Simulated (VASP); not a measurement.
Here is the system:

```
CELL_PARAMETERS angstrom
      4.00537     0.00000     0.00000
     -2.00269     3.46876     0.00000
      0.00000     0.00000    16.98305
ATOMIC_POSITIONS crystal
  In 0.33333 0.66667 0.33170
  In 0.66667 0.33333 0.66830
  In 0.66667 0.33333 0.83170
  In 0.33333 0.66667 0.16830
  Se 0.33333 0.66667 0.59269
  Se 0.66667 0.33333 0.40731
  Se 0.66667 0.33333 0.09269
  Se 0.33333 0.66667 0.90731
```

Method: PBEsol GGA, VASP's PBE PAW potentials (set 64) (plane waves; VASP). Run with 400 eV cut-off, Gaussian smearing of 0.050 eV, potentials In_d Se.

Without a dispersion term in the relaxation, distances and binding between the weakly bound layers, chains or molecules are unreliable, and so is what depends on them. Unless said otherwise, spin-orbit coupling is left out, though it shifts the bands of the heavy elements here.

Problem. Predict the band gap (along the path) with the smallest direct gap where there is one.

Solution. 
The band gap (along the path) is 0.42 eV. The smallest direct gap (along the path) is 0.42 eV.

The absolute energy has meaning only against runs of the same code, potentials and settings.

The structure comes from a computed database's InSe entry (P6_3/mmc), a phase known from measurement. It was relaxed first.
